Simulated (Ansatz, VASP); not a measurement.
# HfO2 in two plane-wave programs

One calculation is typed for both programs; each brings its own data sets. How far apart do they land? The cell is taken from a series of runs on this material, whose earlier steps may have relaxed, scaled, displaced or heated it; both programs get it as it stands.

Method: plane waves, with VASP 6.6.1 beside it; zone-centre phonons at LDA, in Ansatz 0.2.0.

**1. Set-up**

Symmetry: Fm-3m, No. 225, cubic system. The conventional cell has a = 5.035 Å, b = 5.035 Å, c = 5.035 Å, α = 90.00°, β = 90.00°, γ = 90.00°. O has 4 Hf at 2.18 Å nearest. Nearest to Hf lie 8 O at 2.18 Å. Farther neighbours and most contacts between anions are not listed.

Coordinates:

```cif
data_structure
_symmetry_space_group_name_H-M 'P 1'
_symmetry_Int_Tables_number 1
_cell_length_a 3.5602
_cell_length_b 3.5602
_cell_length_c 3.5602
_cell_angle_alpha 60.000
_cell_angle_beta 60.000
_cell_angle_gamma 60.000
_cell_volume 31.91
loop_
_atom_site_label
_atom_site_type_symbol
_atom_site_fract_x
_atom_site_fract_y
_atom_site_fract_z
_atom_site_occupancy
O1 O 0.25000 0.25000 0.25000 1
O2 O 0.75000 0.75000 0.75000 1
Hf3 Hf 0.00000 0.00000 0.00000 1
```

**2. VASP: zone-centre phonons, LDA, pair 1**

Second derivatives magnify differences that forces hide, and they need a tight electronic threshold.

Lines of VASP's logs that name or quote its potential files are left out, and so is its time.

Contents of INCAR:

```
SYSTEM = HfO2
PREC = Accurate
ENCUT = 600
EDIFF = 1E-08
NELM = 120
ISMEAR = 0
SIGMA = 0.01
LREAL = .FALSE.
ALGO = Normal
GGA = CA
NBANDS = 17
LASPH = .TRUE.
LORBIT = 11
LWAVE = .FALSE.
LCHARG = .FALSE.
ISIF = 2
IBRION = 8
LEPSILON = .TRUE.
GGA_COMPAT = .FALSE.
EFERMI = MIDGAP
KPAR = 2
```

Contents of POSCAR:

```
HfO2
1.0
    0.0000000000      2.5174287595      2.5174287595
    2.5174287595      0.0000000000      2.5174287595
    2.5174287595      2.5174287595      0.0000000000
O Hf
2 1
Direct
    0.2500000000      0.2500000000      0.2500000000
    0.7500000000      0.7500000000      0.7500000000
    0.0000000000      0.0000000000      0.0000000000
```

Contents of KPOINTS:

```
Automatic mesh
0
Gamma
8 8 8
0 0 0
```

Potentials, in the order of the species: O and Hf_pv (LDA family, release 64).

Started as:

```bash
> mpirun -np 2 vasp_std
```

Numbers of over 12 decimals in the logs are rounded to 6 here.

The program printed:

```text
[banner, memory and clock lines left out]
running    2 mpi-ranks, on    1 nodes
 distrk:  each k-point on    1 cores,    2 groups
 distr:  one band on    1 cores,    1 groups

 POSCAR found type information on POSCAR O Hf
 POSCAR found :  2 types and       3 ions
 LDA part: xc-table for (Slater(with rela. corr.)+CA(PZ))
 , standard interpolation
 POSCAR, INCAR and KPOINTS ok, starting setup
 FFT: planning ... GRIDC
 FFT: planning ... GRID_SOFT
 FFT: planning ... GRID
 WAVECAR not read
 entering main loop
       N       E                     dE             d eps       ncg     rms          rms(c)
DAV:   1     0.100029182475E+03    0.10003E+03   -0.14041E+04   986   0.145E+03
DAV:   2    -0.342979794624E+02   -0.13433E+03   -0.13006E+03  1309   0.314E+02
DAV:   3    -0.386463330804E+02   -0.43484E+01   -0.43358E+01  1138   0.502E+01
DAV:   4    -0.386723006957E+02   -0.25968E-01   -0.25961E-01  1277   0.418E+00
DAV:   5    -0.386724604263E+02   -0.15973E-03   -0.15973E-03  1167   0.319E-01    0.517E+01
DAV:   6    -0.332801478263E+02    0.53923E+01   -0.22551E+01  1017   0.338E+01    0.445E+01
DAV:   7    -0.331207949699E+02    0.15935E+00   -0.74980E-01  1120   0.733E+00    0.300E+01
DAV:   8    -0.330693285187E+02    0.51466E-01   -0.25614E-01  1013   0.469E+00    0.832E+00
DAV:   9    -0.330515147015E+02    0.17814E-01   -0.49058E-02  1024   0.194E+00    0.246E+00
DAV:  10    -0.330511832207E+02    0.33148E-03   -0.24158E-03  1218   0.377E-01    0.689E-02
DAV:  11    -0.330511718713E+02    0.11349E-04   -0.13313E-04  1120   0.931E-02    0.623E-02
DAV:  12    -0.330511726714E+02   -0.80007E-06   -0.73976E-06  1293   0.212E-02    0.263E-02
DAV:  13    -0.330511727203E+02   -0.48902E-07   -0.17803E-07  1178   0.384E-03    0.373E-03
DAV:  14    -0.330511727226E+02   -0.23276E-08   -0.43842E-09   844   0.676E-04
   1 F= -.33051173E+02 E0= -.33051173E+02  d E =0.000000E+00
 Linear response reoptimize wavefunctions to high precision
DAV:   1    -0.330511727231E+02   -0.44543E-09   -0.90498E-10   815   0.279E-04
DAV:   2    -0.330511727231E+02   -0.79581E-11   -0.10162E-10   545   0.824E-05
 Linear response G [H, r] |phi>, progress :
  Direction:   1
       N       E                     dE             d eps       ncg     rms
RMM:   1    -0.919761190734E+02   -0.91976E+02    0.72726E+02  1440   0.188E+02
RMM:   2    -0.899291621328E+02    0.20470E+01   -0.20188E+01  1593   0.302E+01
RMM:   3    -0.899659785751E+02   -0.36816E-01   -0.96464E-01  1975   0.408E+00
RMM:   4    -0.899744490084E+02   -0.84704E-02   -0.68866E-02  2020   0.883E-01
RMM:   5    -0.899752511102E+02   -0.80210E-03   -0.40092E-03  2046   0.196E-01
RMM:   6    -0.899752964679E+02   -0.45358E-04   -0.42812E-04  2041   0.498E-02
RMM:   7    -0.899752985282E+02   -0.20603E-05   -0.72316E-05  2045   0.138E-02
RMM:   8    -0.899752988248E+02   -0.29655E-06    0.42254E-04  1889   0.474E-03
RMM:   9    -0.899752994003E+02   -0.57557E-06    0.23938E-04  1794   0.286E-03
RMM:  10    -0.899752988849E+02    0.51546E-06    0.88498E-05  1717   0.231E-03
RMM:  11    -0.899752990091E+02   -0.12424E-06   -0.15898E-04  1533   0.215E-03
RMM:  12    -0.899752984644E+02    0.54469E-06   -0.74188E-05  1383   0.210E-03
RMM:  13    -0.899752987019E+02   -0.23744E-06    0.40721E-04  1325   0.207E-03
RMM:  14    -0.899752985269E+02    0.17499E-06    0.41597E-04  1298   0.206E-03
 Linear response G [H, r] |phi>, progress :
  Direction:   2
       N       E                     dE             d eps       ncg     rms
RMM:   1    -0.882568047810E+02   -0.88257E+02    0.77710E+02  1452   0.188E+02
RMM:   2    -0.862965277174E+02    0.19603E+01   -0.19965E+01  1598   0.302E+01
RMM:   3    -0.863195323008E+02   -0.23005E-01   -0.80641E-01  1980   0.399E+00
RMM:   4    -0.863272208145E+02   -0.76885E-02   -0.47710E-02  2025   0.847E-01
RMM:   5    -0.863278390026E+02   -0.61819E-03   -0.44864E-03  2035   0.203E-01
RMM:   6    -0.863278878161E+02   -0.48813E-04   -0.68916E-04  2023   0.554E-02
RMM:   7    -0.863278902328E+02   -0.24166E-05   -0.19074E-04  2034   0.157E-02
RMM:   8    -0.863278905252E+02   -0.29242E-06    0.24149E-05  1865   0.626E-03
RMM:   9    -0.863278907958E+02   -0.27062E-06    0.14775E-04  1757   0.375E-03
RMM:  10    -0.863278903493E+02    0.44657E-06   -0.16881E-06  1712   0.305E-03
RMM:  11    -0.863278906379E+02   -0.28862E-06    0.41400E-05  1527   0.285E-03
RMM:  12    -0.863278899561E+02    0.68181E-06    0.12814E-04  1394   0.280E-03
RMM:  13    -0.863278896544E+02    0.30164E-06   -0.51452E-04  1327   0.275E-03
RMM:  14    -0.863278899087E+02   -0.25424E-06   -0.73474E-04  1294   0.272E-03
 Linear response G [H, r] |phi>, progress :
  Direction:   3
       N       E                     dE             d eps       ncg     rms
RMM:   1    -0.894800865028E+02   -0.89480E+02    0.59982E+02  1488   0.180E+02
RMM:   2    -0.910939564421E+02   -0.16139E+01   -0.14166E+01  1566   0.257E+01
RMM:   3    -0.911143615967E+02   -0.20405E-01   -0.76130E-01  1913   0.363E+00
[...]
Direction:   2
       N       E                     dE             d eps       ncg     rms          rms(c)
RMM:   1    -0.358861379904E+00   -0.35886E+00   -0.14555E+00  2084   0.377E+00
RMM:   2    -0.365946326532E+00   -0.70849E-02   -0.98916E-03  1589   0.641E-01
RMM:   3    -0.366128201452E+00   -0.18187E-03   -0.45207E-04  1641   0.682E-02
[...]
change of polarisation eV/A/(eV/A) component  1 :     0.767     0.011    -0.002
 dielectric tensor                  component  1 :     5.351     0.065    -0.010
 Linear response to external field, progress :
  Direction:   2
       N       E                     dE             d eps       ncg     rms          rms(c)
RMM:   1    -0.394466404443E+00   -0.39447E+00   -0.16553E+00  4115   0.387E+00
RMM:   2    -0.401585474286E+00   -0.71191E-02   -0.12176E-02  3241   0.672E-01    0.160E+00
RMM:   3    -0.391429104508E+00    0.10156E-01   -0.69495E-03  3083   0.610E-01    0.836E-01
RMM:   4    -0.398078710107E+00   -0.66496E-02   -0.82822E-03  3264   0.660E-01    0.155E-01
RMM:   5    -0.399764351269E+00   -0.16856E-02   -0.24334E-04  3323   0.113E-01    0.749E-02
RMM:   6    -0.400688884627E+00   -0.92453E-03   -0.16719E-05  3530   0.283E-02    0.302E-02
RMM:   7    -0.400762681321E+00   -0.73797E-04   -0.17740E-06  3516   0.778E-03    0.627E-03
RMM:   8    -0.400773365673E+00   -0.10684E-04   -0.47127E-07  3717   0.187E-03    0.829E-04
RMM:   9    -0.400773658274E+00   -0.29260E-06   -0.38817E-07  3577   0.546E-04    0.362E-04
RMM:  10    -0.400774822120E+00   -0.11638E-05   -0.36663E-07  3319   0.200E-04    0.994E-05
RMM:  11    -0.400774853001E+00   -0.30881E-07   -0.41152E-07  2035   0.117E-04    0.111E-05
RMM:  12    -0.400774801067E+00    0.51934E-07   -0.32562E-07  1702   0.115E-04    0.833E-06
 change of polarisation eV/A/(eV/A) component  2 :     0.010     0.767    -0.004
 dielectric tensor                  component  2 :     0.054     5.351    -0.023
 Linear response to external field, progress :
  Direction:   3
       N       E                     dE             d eps       ncg     rms          rms(c)
RMM:   1    -0.394359305221E+00   -0.39436E+00   -0.16542E+00  4106   0.387E+00
RMM:   2    -0.401583824061E+00   -0.72245E-02   -0.12267E-02  3237   0.673E-01    0.160E+00
RMM:   3    -0.391428355902E+00    0.10155E-01   -0.69432E-03  3081   0.610E-01    0.836E-01
RMM:   4    -0.398069385774E+00   -0.66410E-02   -0.82760E-03  3261   0.660E-01    0.155E-01
RMM:   5    -0.399753135814E+00   -0.16838E-02   -0.24281E-04  3315   0.113E-01    0.749E-02
RMM:   6    -0.400680028073E+00   -0.92689E-03   -0.16771E-05  3527   0.284E-02    0.300E-02
RMM:   7    -0.400754008276E+00   -0.73980E-04   -0.17703E-06  3522   0.777E-03    0.624E-03
RMM:   8    -0.400764613487E+00   -0.10605E-04   -0.47066E-07  3731   0.187E-03    0.816E-04
RMM:   9    -0.400764951258E+00   -0.33777E-06   -0.39113E-07  3588   0.545E-04    0.360E-04
RMM:  10    -0.400766119848E+00   -0.11686E-05   -0.31501E-07  3320   0.200E-04    0.992E-05
RMM:  11    -0.400766160999E+00   -0.41151E-07   -0.39348E-07  2042   0.117E-04    0.109E-05
RMM:  12    -0.400766109268E+00    0.51731E-07   -0.38575E-07  1708   0.115E-04    0.816E-06
 change of polarisation eV/A/(eV/A) component  3 :     0.001     0.008     0.767
 dielectric tensor                  component  3 :     0.006     0.043     5.351
 Linear response DOF=           2
 Linear response progress:
  Degree of freedom:   1/  2
       N       E                     dE             d eps       ncg     rms          rms(c)
RMM:   1    -0.369215586168E+00   -0.36922E+00    0.22958E-01  6981   0.378E+00
RMM:   2    -0.358074116762E+00    0.11141E-01   -0.10291E-02  5006   0.679E-01    0.719E-01
RMM:   3    -0.359308464551E+00   -0.12343E-02   -0.89368E-04  4716   0.186E-01    0.431E-01
RMM:   4    -0.361392020639E+00   -0.20836E-02   -0.76989E-04  4790   0.179E-01    0.476E-02
RMM:   5    -0.361150789562E+00    0.24123E-03   -0.36613E-05  5505   0.357E-02    0.274E-02
RMM:   6    -0.361114341800E+00    0.36448E-04   -0.16778E-06  5832   0.615E-03    0.263E-02
RMM:   7    -0.361111804358E+00    0.25374E-05   -0.12698E-07  5766   0.160E-03    0.141E-02
RMM:   8    -0.361106202271E+00    0.56021E-05   -0.10727E-07  5440   0.211E-03    0.891E-03
RMM:   9    -0.361109271853E+00   -0.30696E-05   -0.41924E-08  5874   0.454E-04    0.295E-03
RMM:  10    -0.361109711882E+00   -0.44003E-06   -0.38924E-08  6229   0.144E-04    0.302E-04
RMM:  11    -0.361109661130E+00    0.50752E-07   -0.34570E-08  6104   0.107E-04    0.844E-04
RMM:  12    -0.361109597383E+00    0.63748E-07    0.14713E-08  6372   0.836E-05    0.215E-04
RMM:  13    -0.361109599152E+00   -0.17694E-08    0.17008E-07  6218   0.749E-05    0.161E-05
RMM:  14    -0.361109601759E+00   -0.26071E-08   -0.33193E-08  5939   0.721E-05    0.216E-05
 first order change of Fermi-energy   0.15868E-04
 force on displaced ion       1 direction 1 : -11.016  -0.000  -0.000
 Born effective charge ion    1 direction 1 :  -2.771   0.000   0.000
 Linear response progress:
  Degree of freedom:   2/  2
       N       E                     dE             d eps       ncg     rms          rms(c)
RMM:   1    -0.230835862130E+00   -0.23084E+00    0.21984E+00  2459   0.952E+00
RMM:   2    -0.223384646483E+00    0.74512E-02   -0.27936E-02  3024   0.114E+00    0.834E-01
RMM:   3    -0.222588860838E+00    0.79579E-03   -0.10191E-03  3654   0.152E-01    0.431E-01
RMM:   4    -0.221990031016E+00    0.59883E-03   -0.11254E-04  3975   0.591E-02    0.205E-01
RMM:   5    -0.221635402280E+00    0.35463E-03   -0.21312E-05  4069   0.284E-02    0.200E-02
RMM:   6    -0.221652041430E+00   -0.16639E-04   -0.25377E-06  3941   0.910E-03    0.162E-02
RMM:   7    -0.221657552705E+00   -0.55113E-05   -0.33110E-07  4384   0.224E-03    0.120E-02
RMM:   8    -0.221656554577E+00    0.99813E-06   -0.53526E-06  4156   0.846E-04    0.861E-04
RMM:   9    -0.221656222398E+00    0.33218E-06   -0.51094E-06  4551   0.323E-04    0.360E-05
RMM:  10    -0.221656555652E+00   -0.33325E-06   -0.27095E-06  4249   0.161E-04    0.324E-05
RMM:  11    -0.221656581659E+00   -0.26006E-07   -0.13339E-06  4421   0.107E-04    0.853E-05
RMM:  12    -0.221656584921E+00   -0.32621E-08   -0.70357E-07  4452   0.819E-05    0.425E-05
RMM:  13    -0.221656593808E+00   -0.88872E-08   -0.36196E-07  3908   0.726E-05    0.299E-05
RMM:  14    -0.221656597621E+00   -0.38133E-08   -0.20825E-07  3543   0.675E-05    0.112E-05
RMM:  15    -0.221656600009E+00   -0.23880E-08   -0.11708E-07  3340   0.657E-05    0.374E-06
RMM:  16    -0.221656600992E+00   -0.98315E-09   -0.72240E-08  3160   0.643E-05    0.184E-06
 first order change of Fermi-energy   0.10547E-03
 force on displaced ion       3 direction 1 :  -5.045   0.000   0.000
 Born effective charge ion    3 direction 1 :   5.542   0.000   0.000
 Born effective charges drift removed
 Linear response finished
```

(Continued in part 2 of 3.)

[Lines on the potential files, build, host, timing and source positions are cut from VASP's logs without a mark.]

[Logs are printed without paths, hosts, clocks, repeated set-up lines and the standing remarks that a program may print on its own settings, such as how far it seeks lower states.]

[Hosts, paths, dates, database ids (printed as entryN), source tags and the programs' standing remarks are cut or masked in the printed files.]
